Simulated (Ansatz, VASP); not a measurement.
# FeSi2 (Linzhiite) in two plane-wave programs, part 2 of 2

One calculation is typed for both programs; each brings its own data sets. How far apart do they land? The structure shown is the start of the Ansatz relaxation below; VASP solves that cell, so the two are compared at the walk's first step.

VASP 6.6.1 and Ansatz 0.2.0.

So far. Step 4 (Side by side): The forces differ by 16 meV/Å r.m.s., which is 17.4 % of the r.m.s. force of 0.093 eV/Å (both taken over all components).

### Step 7. VASP: single point, PBEsol, start cell, pair 2

Level of this step: PBEsol, no spin polarisation; plane waves and PAW (Si, Fe) (VASP).

The same cell, functional, mesh and smearing now go to VASP, with its own data sets.

Contents of INCAR:

```
SYSTEM = FeSi2
PREC = Accurate
ENCUT = 520
EDIFF = 1E-06
NELM = 120
ISMEAR = 1
SIGMA = 0.2
LREAL = .FALSE.
ALGO = Normal
GGA = PS
NBANDS = 14
LASPH = .TRUE.
LORBIT = 11
LWAVE = .FALSE.
LCHARG = .FALSE.
ISIF = 2
GGA_COMPAT = .FALSE.
KPAR = 2
```

Contents of POSCAR:

```
FeSi2
1.0
    2.5955490000      0.0000000000      0.0000000000
    0.0000000000      2.5955490000      0.0000000000
    0.0000000000      0.0000000000      5.1520840000
Si Fe
2 1
Direct
    0.5000000000      0.5000000000      0.2738373443
    0.5000000000      0.5000000000      0.7261626557
    0.0000000000      0.0000000000      0.0000000000
```

Contents of KPOINTS:

```
Automatic mesh
0
Gamma
16 16 8
0 0 0
```

Potentials, in the order of the species: Si and Fe (PBE family, release 64).

Started as:

```console
$ mpirun -np 2 vasp_std
```

Numbers of over 12 decimals in the logs are rounded to 6 here.

The program printed:

```text
[banner, memory and clock lines left out]
running    2 mpi-ranks, on    1 nodes
[...]
[... a notice as in an earlier step ...]

 LDA part: xc-table for (Slater+PW92), standard interpolation
 POSCAR, INCAR and KPOINTS ok, starting setup
[...]
entering main loop
       N       E                     dE             d eps       ncg     rms          rms(c)
DAV:   1     0.625771153057E+02    0.62577E+02   -0.71865E+03  6372   0.117E+03
DAV:   2    -0.197214122581E+02   -0.82299E+02   -0.72837E+02  6498   0.222E+02
DAV:   3    -0.234933840287E+02   -0.37720E+01   -0.36292E+01  8488   0.525E+01
DAV:   4    -0.235787848076E+02   -0.85401E-01   -0.85219E-01  7166   0.745E+00
[...]
DAV:  12    -0.218533437582E+02    0.65703E-05   -0.26723E-05  8340   0.658E-02    0.308E-02
DAV:  13    -0.218533426513E+02    0.11069E-05   -0.75706E-06  7846   0.314E-02    0.106E-02
DAV:  14    -0.218533422842E+02    0.36712E-06   -0.47563E-07  4560   0.137E-02
   1 F= -.21853342E+02 E0= -.21853244E+02  d E =-.294916E-03
```

From OUTCAR (step 7):

```text
  Total        3.3589948      3.3589948      0.6451224      0.0000000      0.0000000      0.0000000
  in kB      155.0524064    155.0524064     29.7790815      0.0000000      0.0000000      0.0000000
  external PRESSURE =     113.2946314 kB  Pullay stress =       0.0000000 kB

 POSITION                                       TOTAL-FORCE (eV/Angst)
 -----------------------------------------------------------------------------------
      1.29777      1.29777      1.41083         0.000000     -0.000000      0.187319
      1.29777      1.29777      3.74125        -0.000000     -0.000000     -0.187319
      0.00000      0.00000      0.00000        -0.000000      0.000000      0.000000
 -----------------------------------------------------------------------------------
    total drift:                               -0.000000      0.000000     -0.000000

  FREE ENERGIE OF THE ION-ELECTRON SYSTEM (eV)
  ---------------------------------------------------
  free  energy   TOTEN  =       -21.8533422842 eV

  energy  without entropy=      -21.8530473678  energy(sigma->0) =      -21.85324398

[... 1 part as in an earlier step ...]

[... 2 further parts left out ...]
[key lines of the parts left out:]
E-fermi :  10.7844
```

The run ends at a pressure of 11.33 GPa, with forces up to 0.19 eV/Å.

### Step 8. Comparison

What differs besides the data sets and the points named for the pairs above, as far as they apply: the data sets hold 24 valence electrons in Ansatz (on its PAW soft_1 files) and 16 in VASP. Total energies have different zeros and are not compared.

Forces (eV/Å; atoms numbered as in POSCAR):

```csv
atom,"Ansatz x, y, z","VASP x, y, z"
Si1,"0.000, 0.000, 0.157","0.000, 0.000, 0.187"
Si2,"0.000, 0.000, -0.157","0.000, 0.000, -0.187"
Fe3,"0.000, 0.000, 0.000","0.000, 0.000, 0.000"
```

The forces differ by 14 meV/Å r.m.s., which is 16.0 % of the r.m.s. force of 0.088 eV/Å (both taken over all components).

### Step 9. Ansatz: relaxation, PBEsol

The two programs are compared at the cell with which this relaxation starts, whose forces are those of its first step. The cell compared in this pair holds 35.27 Å³, against 34.71 Å³ for the pair before.

The structure compared here is the start of the Ansatz relaxation; VASP solves that cell, so the two are compared at the walk's first step.

Contents of input.yaml:

```yaml
crystal:
  lattice:
    - [2.6223075459, 0.0, 0.0]
    - [0.0, 2.6223075459, 0.0]
    - [0.0, 0.0, 5.1291419088]
  atoms:
    - { symbol: Si, position: [0.5, 0.5, 0.272911462] }
    - { symbol: Si, position: [0.5, 0.5, 0.727088538] }
    - { symbol: Fe, position: [0.0, 0.0, 0.0] }
kpoints:
  mp_grid: { grid: [16, 16, 8] }
hamiltonian:
  xc: pbesol
  pseudopotentials: { kind: paw, azcp: { folder: soft_1 }, xc_functional: pbe }
scf:
  occupations: { method: methfessel_paxton, width: 0.2 }
output:
  forces: true
  stress: true
  eigenvalues: true
relax:
  adjacent_minimum: "off"
  f_tol: 0.001
  max_steps: 60
  cell: { stress_tol: 0.01, fix: [a, b, gamma] }
```

Started as:

```console
$ ansatz run input.yaml --threads 4 --pin off --max-ram 10240MiB --backend cpu --events-out ev --progress --plain --runs-dir out
```

The program printed:

```text
[...]
Crystal: 3 atoms, lattice volume = 35.271 Å³
Basis set: ecut = 420 eV, 685 PW (Γ), exchange–correlation on 36×36×72 points (8 copies of the dense FFT grid, shifted against one another)
Bands: 16, of which v1, the nominal top of the filled ones, is band 12 counted from 1 (11 counted from 0)
Symmetry: 16 space group operations
[...]
k-points: 225 of 2048
[...]
k-point 224: bands = [... 8 lower, 11.6917, 11.6917, 12.9870, 15.2032, 15.2032, 15.3126, 15.9083, 18.2204]
--- Relaxed structure (4 steps of the walk, 4 accepted, 1 SCFs on fresh bases) ---
[...]
cell:  # Å, volume = 35.4283 Å³
    - [2.6223075459, 0, 0]
    - [0, 2.6223075459, 0]
    - [0, 0, 5.152084]
  atoms:
    - { symbol: Si, position: [0.500000, 0.500000, 0.273837] }
    - { symbol: Si, position: [0.500000, 0.500000, 0.726163] }
    - { symbol: Fe, position: [0, 0, 0] }
[key lines of the parts left out:]
SCF converged after 6 iterations
Free energy (F): -5693.324895 eV
Fermi energy:    14.973324 eV
P = ⅓ Tr σ = 5.9322 GPa (59.322 kbar)
```

### Step 10. VASP: single point, PBEsol, start cell, pair 3

The same cell, functional, mesh and smearing now go to VASP, with its own data sets.

INCAR is that of step 7.

Contents of POSCAR:

```
FeSi2
1.0
    2.6223080000      0.0000000000      0.0000000000
    0.0000000000      2.6223080000      0.0000000000
    0.0000000000      0.0000000000      5.1291420000
Si Fe
2 1
Direct
    0.5000000000      0.5000000000      0.2729115318
    0.5000000000      0.5000000000      0.7270884682
    0.0000000000      0.0000000000      0.0000000000
```

KPOINTS is that of step 7.

Started as:

```console
$ mpirun -np 2 vasp_std
```

The program printed:

```text
[... set-up lines as in an earlier step ...]
 entering main loop
       N       E                     dE             d eps       ncg     rms          rms(c)
DAV:   1     0.616589461567E+02    0.61659E+02   -0.71659E+03  6388   0.117E+03
DAV:   2    -0.197747239610E+02   -0.81434E+02   -0.72311E+02  6482   0.220E+02
DAV:   3    -0.235702781435E+02   -0.37956E+01   -0.36457E+01  8564   0.526E+01
DAV:   4    -0.236566379499E+02   -0.86360E-01   -0.86249E-01  7180   0.751E+00
[...]
DAV:  12    -0.219064666564E+02    0.77083E-05   -0.29119E-05  8136   0.680E-02    0.303E-02
DAV:  13    -0.219064654881E+02    0.11683E-05   -0.82267E-06  7900   0.325E-02    0.109E-02
DAV:  14    -0.219064651643E+02    0.32383E-06   -0.52515E-07  4460   0.129E-02
   1 F= -.21906465E+02 E0= -.21906562E+02  d E =0.290808E-03
```

From OUTCAR (step 10):

```text
  Total        2.2636894      2.2636894      0.6154670     -0.0000000      0.0000000     -0.0000000
  in kB      102.8289275    102.8289275     27.9578165     -0.0000000      0.0000000     -0.0000000
  external PRESSURE =      77.8718905 kB  Pullay stress =       0.0000000 kB

 POSITION                                       TOTAL-FORCE (eV/Angst)
 -----------------------------------------------------------------------------------
      1.31115      1.31115      1.39980         0.000000      0.000000      0.180407
      1.31115      1.31115      3.72934        -0.000000     -0.000000     -0.180407
      0.00000      0.00000      0.00000         0.000000      0.000000      0.000000
 -----------------------------------------------------------------------------------
    total drift:                               -0.000000      0.000000     -0.000000

  FREE ENERGIE OF THE ION-ELECTRON SYSTEM (eV)
  ---------------------------------------------------
  free  energy   TOTEN  =       -21.9064651643 eV

  energy  without entropy=      -21.9067559720  energy(sigma->0) =      -21.90656210

[... 1 part as in an earlier step ...]

[... 2 further parts left out ...]
[key lines of the parts left out:]
E-fermi :  10.5568
```

The run ends at a pressure of 7.79 GPa, with forces up to 0.18 eV/Å.

### Step 11. Comparison

What differs besides the data sets and the points named for the pairs above, as far as they apply: the data sets hold 24 valence electrons in Ansatz (on its PAW soft_1 files) and 16 in VASP. Total energies have different zeros and are not compared.

Forces (eV/Å; atoms numbered as in POSCAR):

```csv
atom,"Ansatz x, y, z","VASP x, y, z"
Si1,"0.000, 0.000, 0.154","0.000, 0.000, 0.180"
Si2,"0.000, 0.000, -0.154","0.000, 0.000, -0.180"
Fe3,"0.000, 0.000, 0.000","0.000, 0.000, 0.000"
```

The forces differ by 12 meV/Å r.m.s., which is 14.6 % of the r.m.s. force of 0.085 eV/Å (both taken over all components).

### Step 12. Summary of results

| Quantity | Value |
| --- | --- |
| r.m.s. force difference (single point, PBEsol, start cell, pair 1) | 16 meV/Å |
| r.m.s. force difference (single point, PBEsol, start cell, pair 2) | 14 meV/Å |
| r.m.s. force difference (single point, PBEsol, start cell, pair 3) | 12 meV/Å |

**Reading.** The r.m.s. force difference is 16 meV/Å (single point, PBEsol, start cell, pair 1), beyond the 12 meV/Å picked in this series as the mark of a large difference. The data sets hold unlike numbers of valence electrons (24 in Ansatz and 16 in VASP), so part of the differences comes from the potentials. Single point, PBEsol, start cell, pair 1, VASP with the data sets Si and Fe_sv: r.m.s. force difference goes from 16 to 9.6 meV/Å. What causes the difference of the single point, PBEsol, start cell, pair 2 pair stays open here. What causes the difference of the single point, PBEsol, start cell, pair 3 pair stays open here. 8 further runs of this series are not shown here. Such differences can come from data sets, numerical settings and the points named under the comparisons, not from the functional's error against experiment.

[Lines on the potential files, build, host, timing and source positions are cut from VASP's logs without a mark.]

[Logs are printed without paths, hosts, clocks, repeated set-up lines and the standing remarks that a program may print on its own settings, such as how far it seeks lower states.]

[Hosts, paths, dates, database ids (printed as entryN), source tags and the programs' standing remarks are cut or masked in the printed files.]
